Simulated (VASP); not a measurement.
Here is a VASP 6.6.1 calculation.

File POSCAR:

```
Pd
1.0
    0.0000000000      1.9362400000      1.9362400000
    1.9362400000      0.0000000000      1.9362400000
    1.9362400000      1.9362400000      0.0000000000
Pd
1
Direct
    0.0000000000      1.0000000000      1.0000000000
```

The input INCAR.step1:

```
ALGO     = Normal         # electronic algorithm
EDIFF    = 1E-5           # SCF threshold, eV
ENCUT    = 520            # plane-wave cutoff, eV
GGA      = PE             # functional
ISIF     = 2              # what is computed and relaxed
ISMEAR   = 0              # smearing method
LASPH    = True           # aspherical terms in the spheres
LCHARG   = False          # write CHGCAR
LREAL    = False          # projectors in reciprocal space
LWAVE    = True           # write WAVECAR
NBANDS   = 11             # bands
NELM     = 80             # most SCF steps
PREC     = Accurate       # precision mode
SIGMA    = 0.1            # smearing width, eV
```

The input INCAR.step2:

```
AEXX     = 0.25           # exact-exchange fraction
ALGO     = Normal         # electronic algorithm
EDIFF    = 1E-6           # SCF threshold, eV
ENCUT    = 520            # plane-wave cutoff, eV
GGA      = PE             # functional
ISIF     = 2              # what is computed and relaxed
ISMEAR   = 0              # smearing method
ISTART   = 1            
LASPH    = True           # aspherical terms in the spheres
LCHARG   = False          # write CHGCAR
LHFCALC  = True           # exact exchange
LREAL    = False          # projectors in reciprocal space
LWAVE    = False          # write WAVECAR
NBANDS   = 11             # bands
NELM     = 80             # most SCF steps
PREC     = Accurate       # precision mode
PRECFOCK = Fast         
SIGMA    = 0.1            # smearing width, eV
```

KPOINTS

```
k-points
0
Gamma
  8 8 8
```

Potentials or basis: VASP PAW PBE potentials, release 64 (Pd).

The run is started by

```sh
$ cat potpaw_PBE.64/Pd/POTCAR > POTCAR
$ cp INCAR.step1 INCAR
$ mpirun -np 1 vasp_std > vasp.out
$ cp INCAR.step2 INCAR
$ mpirun -np 1 vasp_std > vasp.out
```

Problem. Estimate the pressure.

Solution. 6.1 GPa.

Problem. What does it give for the band gap on the k mesh?

Solution. None (metal or under the smearing width).

Caveat: the PAW data sets were made with another functional, which shifts forces and pressure a little.
